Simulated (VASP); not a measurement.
A convergence study with VASP on Li (space group Im-3m): one setting is varied, all else stays as given below, so the limit is that of these other settings.

```xyz
1
Lattice="-1.7502 1.7502 1.7502 1.7502 -1.7502 1.7502 1.7502 1.7502 -1.7502" Properties=species:S:1:pos:R:3 pbc="T T T"
Li     0.0000     0.0000     0.0000
```

Computed with PBEsol GGA, VASP's PBE PAW potentials (set 64) (plane waves; VASP). The tightest run used: 960 eV cut-off, 13×13×13 Γ-centred mesh, Gaussian smearing of 0.10 eV, potentials Li_sv.

```
setting      E (eV/atom)  pressure (GPa)  plane waves
-----------  -----------  --------------  -----------
ENCUT = 140     -13.1852          -14.39           88
ENCUT = 160     -10.1310          -10.66          108
ENCUT = 180      -7.8898           -8.56          135
ENCUT = 200      -6.0699           -7.49          148
ENCUT = 220      -4.7625           -7.04          164
ENCUT = 240      -3.8823           -7.00          190
ENCUT = 280      -2.6720           -7.42          236
ENCUT = 320      -2.2148           -7.46          321
```

**Question.** These are the cheaper rows. Estimate the results at ENCUT = 960, and how far the last row shown lies from them.

**Answer.** 
```tsv
quantity	tightest run	last row shown is off by
E (eV/atom)	-1.9651	-0.2497
pressure (GPa)	-0.75	-6.71
```

Left out are rungs that failed or repeat a setting and relaxations that didn't move; long series are thinned to 24 rows.

The structure is a typed Li crystal (space group no. 229). The cell was not relaxed at this level.
